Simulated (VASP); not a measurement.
Ru (hcp): the bulk modulus from VASP (plane waves, PAW) at several levels of theory. Static lattice, third-order Birch-Murnaghan fit over five volumes.

```csv
level,bulk modulus (GPa),error against measurement
LDA,367,+15.4 %
PBE,313,-1.6 %
PBEsol,348,+9.7 %
RPBE,295,-7.0 %
AM05,352,+10.7 %
PBE-D3(BJ),335,+5.3 %
PBE-D4,330,+4.0 %
optB88-vdW,312,-1.9 %
rev-vdW-DF2,328,+3.1 %
SCAN,358,+12.8 %
r2SCAN,338,+6.4 %
r2SCAN+rVV10,347,+9.1 %
```

Measured: 318 GPa at 0 K (as given by Vázquez-Parga, Fernández-Martínez, Viñes, J. Chem. Theory Comput. (2023), doi:10.1021/acs.jctc.3c00612, Supporting …; zero-point energy and finite temperature contributions removed).

The cell of the LDA run:

```
CELL_PARAMETERS angstrom
      1.33984    -2.32068     0.00000
      1.33984     2.32068     0.00000
      0.00000     0.00000     4.22108
ATOMIC_POSITIONS crystal
  Ru 0.33333 0.66667 0.25000
  Ru 0.66667 0.33333 0.75000
```

Only levels that ran to the end are used. Left out are those held back, those with too coarse a band path, GW runs whose mesh misses a band edge, hybrids' fits of cells that aren't cubic and levels without matching references; a question may draw on a part of the rest.

The compound is Ru in the hcp structure.
